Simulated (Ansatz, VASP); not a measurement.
# InAs: VASP beside Ansatz, part 2 of 2

One calculation is typed for both programs; each brings its own data sets. How far apart do they land? The cell is taken from a series of runs on this material, whose earlier steps may have relaxed, scaled, displaced or heated it; both programs get it as it stands.

VASP 6.6.1 and Ansatz 0.2.0.

So far: Set-up; VASP: zone-centre phonons, LDA, pair 1; Ansatz: zone-centre phonons, LDA, pair 1; Comparison.

## (5) VASP: zone-centre phonons, LDA, pair 2

Level of this step: LDA; plane waves and PAW (As, In_d) (VASP).

Second derivatives magnify differences that forces hide, and they need a tight electronic threshold. The cell compared in this pair holds 50.32 Å³, against 49.23 Å³ for the pair before.

INCAR

```
SYSTEM = InAs
PREC = Accurate
ENCUT = 500
EDIFF = 1E-08
NELM = 120
ISMEAR = 1
SIGMA = 0.2
LREAL = .FALSE.
ALGO = Normal
GGA = CA
NBANDS = 15
LORBIT = 11
LWAVE = .FALSE.
LCHARG = .FALSE.
ISIF = 2
IBRION = 8
LASPH = .TRUE.
GGA_COMPAT = .FALSE.
KPAR = 2
```

POSCAR

```
InAs
1.0
    0.0000000000      2.9303242142      2.9303242142
    2.9303242142      0.0000000000      2.9303242142
    2.9303242142      2.9303242142      0.0000000000
As In
1 1
Direct
    0.7500000000      0.7500000000      0.7500000000
    0.0000000000      0.0000000000      0.0000000000
```

KPOINTS

```
Automatic mesh
0
Gamma
12 12 12
0 0 0
```

The projector-augmented-wave data sets are As and In_d (LDA family, release 64).

The run is started by

```console
$ mpirun -np 2 vasp_std
```

Numbers of over 12 decimals in the logs are rounded to 6 here.

What it wrote:

```text
[... set-up lines as in an earlier step ...]
 entering main loop
       N       E                     dE             d eps       ncg     rms          rms(c)
DAV:   1     0.114897135633E+03    0.11490E+03   -0.82278E+03  2175   0.130E+03
DAV:   2    -0.132764554789E+01   -0.11622E+03   -0.11178E+03  2405   0.315E+02
DAV:   3    -0.910041633907E+01   -0.77728E+01   -0.77356E+01  2741   0.815E+01
DAV:   4    -0.929365200906E+01   -0.19324E+00   -0.19319E+00  2588   0.139E+01
[...]
DAV:  13    -0.894605566860E+01   -0.83616E-07   -0.83982E-07  2658   0.700E-03    0.153E-03
DAV:  14    -0.894605565706E+01    0.11531E-07   -0.48036E-08  2993   0.326E-03    0.608E-04
DAV:  15    -0.894605565677E+01    0.29581E-09   -0.32417E-09  1507   0.689E-04
   1 F= -.89460557E+01 E0= -.89461628E+01  d E =0.321308E-03
 Linear response reoptimize wavefunctions to high precision
DAV:   1    -0.894605565690E+01   -0.12938E-09   -0.11407E-09  1909   0.433E-04
DAV:   2    -0.894605565693E+01   -0.32287E-10   -0.27818E-10  1374   0.178E-04
 Linear response DOF=           2
 Linear response progress:
[...]
RMM:   9    -0.462998927192E-01   -0.45413E-06    0.25878E-08 15487   0.478E-04    0.933E-05
RMM:  10    -0.463000163316E-01   -0.12361E-06    0.58103E-08 17024   0.195E-04    0.103E-04
RMM:  12    -0.463000160781E-01   -0.99489E-08    0.32891E-08 16703   0.325E-05    0.135E-05
 first order change of Fermi-energy   0.28637E-03
 force on displaced ion       1 direction 1 :  -9.594   0.000   0.000
 Linear response progress:
  Degree of freedom:   2/  2
       N       E                     dE             d eps       ncg     rms          rms(c)
RMM:   1    -0.234667078194E+00   -0.23467E+00   -0.57311E-02 11344   0.511E+00
RMM:   2    -0.237333554713E+00   -0.26665E-02   -0.15822E-02 14253   0.112E+00    0.847E-02
RMM:   3    -0.237364161914E+00   -0.30607E-04   -0.18581E-03 15386   0.351E-01    0.430E-02
RMM:   4    -0.237223516003E+00    0.14065E-03   -0.17976E-04 15763   0.117E-01    0.214E-02
[...]
RMM:  14    -0.237220946395E+00   -0.19501E-07    0.49877E-08 17297   0.543E-05    0.129E-05
RMM:  15    -0.237220932854E+00    0.13541E-07    0.35309E-08 18195   0.424E-05    0.214E-06
RMM:  16    -0.237220930577E+00    0.22765E-08    0.35038E-08 15413   0.362E-05    0.758E-07
 first order change of Fermi-energy  -0.35576E-04
 force on displaced ion       2 direction 1 :  -9.642   0.000   0.000
 Linear response finished
```

Parts of OUTCAR (step 5):

```text
  Total        1.9935696      1.9935696      1.9935696      0.0000000      0.0000000     -0.0000000
  in kB       63.4694843     63.4694843     63.4694843      0.0000000      0.0000000     -0.0000000
  external PRESSURE =      63.4694843 kB  Pullay stress =       0.0000000 kB

 POSITION                                       TOTAL-FORCE (eV/Angst)
 -----------------------------------------------------------------------------------
      4.39549      4.39549      4.39549        -0.000000     -0.000000     -0.000000
      0.00000      0.00000      0.00000         0.000000      0.000000      0.000000
 -----------------------------------------------------------------------------------
    total drift:                               -0.000000     -0.000000     -0.000000

[... 1 part as in an earlier step ...]

[... 1 further part left out ...]
```

## (6) Ansatz: zone-centre phonons, LDA, pair 2

The same cell, functional (in two slightly different forms), mesh and smearing now go to Ansatz, which takes its cutoff from its data sets.

The cell is taken from a series of runs on this material, whose earlier steps may have relaxed, scaled, displaced or heated it; both programs get it as it stands.

input.yaml

```yaml
crystal:
  lattice:
    - [0.0, 2.9303242142, 2.9303242142]
    - [2.9303242142, 0.0, 2.9303242142]
    - [2.9303242142, 2.9303242142, 0.0]
  atoms:
    - { symbol: As, position: [0.75, 0.75, 0.75] }
    - { symbol: In, position: [0.0, 0.0, 0.0] }
kpoints:
  mp_grid: { grid: [12, 12, 12] }
hamiltonian:
  xc: lda
  pseudopotentials: { kind: paw, azcp: { folder: soft_1 }, xc_functional: pbe }
scf:
  occupations: { method: methfessel_paxton, width: 0.2 }
output:
  eigenvalues: true
phonons:
  method: dfpt
```

The run is started by

```console
$ ansatz run input.yaml --threads 4 --pin off --max-ram 10240MiB --backend cpu --events-out ev --progress --plain --runs-dir out
```

What it wrote:

```text
[...]
Crystal: 2 atoms, lattice volume = 50.324 Å³
Basis set: ecut = 420 eV, 941 PW (Γ), exchange–correlation on 60×60×60 points (8 copies of the dense FFT grid, shifted against one another)
Bands: 18, of which v1, the nominal top of the filled ones, is band 14 counted from 1 (13 counted from 0)
Symmetry: 24 space group operations
k-points: 163 of 1728 (irreducible under 8 space group operations, time reversal used)
[...]
k-point 1: bands = [... 10 lower, -3.8335, 7.4162, 8.5603, 8.5603, 9.6496, 12.5934, 12.6923, 12.6923]
  k-point 2: bands = [... 10 lower, -3.5820, 6.0413, 8.2986, 8.2986, 10.0385, 13.0381, 13.0381, 13.0617]
  k-point 162: bands = [... 10 lower, -1.3995, 2.4820, 5.2740, 5.3267, 12.9119, 13.1878, 13.7940, 14.6921]
[...]
ASR residual: 2.833e-5 → 0.000e0 eV/Å²; symmetrization residual: 2.175e-5 eV/Å²
  ASR residual per site (eV/Å²): 2.83e-5 2.82e-5
  Γ frequencies (cm⁻¹): 0.00 0.00 0.00 238.91 238.91 238.91
[...]
[key lines of the parts left out:]
SCF converged after 9 iterations
Free energy (F): -10231.225287 eV
Fermi energy:    8.719557 eV
```

## (7) Side by side

What differs besides the data sets and the points named for the pairs above, as far as they apply: the data sets hold 28 valence electrons in Ansatz (on its PAW soft_1 files) and 18 in VASP. Total energies have different zeros and are not compared.

The two programs side by side:

```
                  quantity  Ansatz   VASP  difference
optical mode 1 to 3 (cm⁻¹)   238.9  240.1     -0.51 %
```

Our record labels this cell a metal in Ansatz alone; each run is judged by its own test, so with a small gap or wide smearing the label says little about the levels. Modes are paired by rising frequency, not by their patterns, so a pair may set unlike modes beside each other; they are those without the splitting of longitudinal modes.

## (8) What came out

* r.m.s. difference of the optical zone-centre modes, each program's sorted by frequency (zone-centre phonons, LDA, pair 1): 1.1 cm⁻¹
* r.m.s. difference of the optical zone-centre modes, each program's sorted by frequency (zone-centre phonons, LDA, pair 2): 1.2 cm⁻¹
* difference in optical mode 1 to 3 (zone-centre phonons, LDA, pair 2): -0.5 %

What this shows: The r.m.s. difference of the optical zone-centre modes, each program's sorted by frequency is 1.1 cm⁻¹ (zone-centre phonons, LDA, pair 1). The data sets hold unlike numbers of valence electrons (28 in Ansatz and 18 in VASP), so part of the differences comes from the potentials. Among the rows given in per cent, the largest difference of the zone-centre phonons, LDA, pair 2 pair is in optical mode 1 to 3, -0.5 %. How closely two codes agree says nothing of how well the functional describes the real material.

[Lines on the potential files, build, host, timing and source positions are cut from VASP's logs without a mark.]

[Logs are printed without paths, hosts, clocks, repeated set-up lines and the standing remarks that a program may print on its own settings, such as how far it seeks lower states.]

[Hosts, paths, dates, database ids (printed as entryN), source tags and the programs' standing remarks are cut or masked in the printed files.]
